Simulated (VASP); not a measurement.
# In2WSe3: relaxation of cell and atoms with PBE

Crystal: In2WSe3.

```
CELL_PARAMETERS angstrom
7.51056 0.00000 0.00000
-3.75528 6.50434 0.00000
0.00000 0.00000 6.36300
ATOMIC_POSITIONS crystal
In 0.33333 0.66667 0.00000
In 0.33333 0.66667 0.50000
In 0.66667 0.33333 0.50000
In 0.66667 0.33333 0.00000
W 0.00000 0.00000 0.00000
W 0.00000 0.00000 0.50000
Se 0.72640 0.00000 0.75000
Se 0.00000 0.27360 0.25000
Se 0.27360 0.00000 0.25000
Se 0.72640 0.72640 0.25000
Se 0.27360 0.27360 0.75000
Se 0.00000 0.72640 0.75000
```

The cell was built by a generator and needn't be a form met in nature.

| Quantity | Value |
| --- | --- |
| Program | VASP 6.6.1 |
| Task | relaxation of cell and atoms |
| Functional | PBE |
| Potentials or basis | VASP PAW PBE potentials, release 64 (In_d, W_sv, Se) |
| Cutoff | 520 eV |
| k mesh | 6 × 6 × 6 |
| Occupations | gaussian, width 0.1 eV |
| Spin | no spin polarisation |
| Further INCAR settings | ALGO = Normal; EDIFF = 1e-06; IBRION = 2; EDIFFG = -0.01; NSW = 90; ISIF = 3 |

```json
{"Relaxed volume": "25.95 Å³/atom", "Relaxed cell": "a = 7.853 Å, b = 7.853 Å, c = 5.830 Å, α = 90.00°, β = 90.00°, γ = 120.00°", "Space group after relaxing (to 0.05 Å)": "P6_3/mcm (No. 193)", "Energy gained by relaxing": "18.0 meV/atom", "Ionic steps": "24", "Pressure after relaxing": "0.0 GPa", "Largest force after relaxing": "0.010 eV/Å", "Band gap on the k mesh": "none (metal or under the smearing width)"}
```

Forces in eV/Å, atoms in the order of the input:
```
In   0.000  0.000  0.000
In   0.000  0.000  0.000
In   0.000  0.000  0.000
In   0.000  0.000  0.000
W    0.000  0.000  0.000
W    0.000  0.000  0.000
Se  -0.010  0.000  0.000
Se  -0.005  0.009  0.000
Se   0.010  0.000  0.000
Se  -0.005 -0.009  0.000
Se   0.005  0.009  0.000
Se   0.005 -0.009  0.000
```

The path:
| step | energy change (eV) | largest force (eV/Å) | pressure (GPa) | volume (Å³) |
| --- | --- | --- | --- | --- |
| 1 | 0.0000 | 0.2612 | -0.37 | 310.84 |
| 2 | -0.0116 | 0.0409 | 0.60 | 308.17 |
| 3 | -0.0120 | 0.0777 | 0.45 | 308.60 |
| 4 | -0.0216 | 0.0470 | 0.33 | 310.66 |
| 5 | -0.0320 | 0.0314 | 0.06 | 315.96 |
| 6 | -0.0321 | 0.0353 | 0.04 | 316.22 |
| 7 | -0.0334 | 0.0052 | -0.11 | 316.74 |
| 8 | -0.0343 | 0.0426 | -0.36 | 317.64 |
| 9 | -0.0345 | 0.0430 | -0.37 | 317.64 |
| 10 | -0.0354 | 0.0443 | -0.38 | 317.65 |
| 11 | -0.0373 | 0.0457 | -0.41 | 317.67 |
| 12 | -0.0422 | 0.0457 | -0.48 | 317.69 |
| 13 | -0.0572 | 0.0404 | -0.62 | 317.70 |
| 14 | -0.1070 | 0.0422 | -0.90 | 317.62 |
| 15 | -0.1874 | 0.2384 | -1.33 | 317.00 |
| 16 | -0.1850 | 0.1760 | -1.27 | 317.18 |
| 17 | -0.1878 | 0.2065 | -1.30 | 317.10 |
| 18 | -0.1890 | 0.2165 | -1.29 | 316.95 |
| 19 | -0.1897 | 0.2305 | -1.28 | 316.74 |
| 20 | -0.1916 | 0.2221 | -1.23 | 316.54 |
| 21 | -0.1969 | 0.1961 | -1.10 | 315.94 |
| 22 | -0.2055 | 0.1434 | -0.82 | 314.74 |
| 23 | -0.2149 | 0.0359 | -0.25 | 312.36 |
| 24 | -0.2158 | 0.0100 | -0.01 | 311.39 |

Final structure:
```
In W Se
1.0
     7.85347    0.00000    0.00000
    -3.92673    6.80130    0.00000
     0.00000    0.00000    5.82967
In W Se
4 2 6
Direct
  0.33333 0.66667 0.00000
  0.33333 0.66667 0.50000
  0.66667 0.33333 0.50000
  0.66667 0.33333 0.00000
  0.00000 0.00000 0.00000
  0.00000 0.00000 0.50000
  0.72576 0.00000 0.75000
  0.00000 0.27424 0.25000
  0.27424 0.00000 0.25000
  0.72576 0.72576 0.25000
  0.27424 0.27424 0.75000
  0.00000 0.72576 0.75000
```

Levels at points of the mesh, in eV from the Fermi level:
```csv
k point,band 56,band 57,band 58,band 59,band 60,band 61
"(0.00, 0.00, 0.00)",-0.88,-0.68,-0.68,-0.62,-0.55,0.42
"(0.50, 0.00, 0.00)",-0.69,-0.63,-0.61,0.11,0.22,0.41
"(0.00, 0.00, 0.50)",-0.29,-0.29,-0.29,-0.22,-0.22,0.84
"(0.50, 0.00, 0.50)",-1.49,-0.11,-0.11,0.03,0.03,0.35
```

It took 33 min on 8 MPI ranks on Intel(R) Xeon(R) Platinum 8488C (Sapphire Rapids), on a shared host, peak memory 0.76 GiB a rank.

The run has no spin-orbit coupling, so splittings on W are missing.
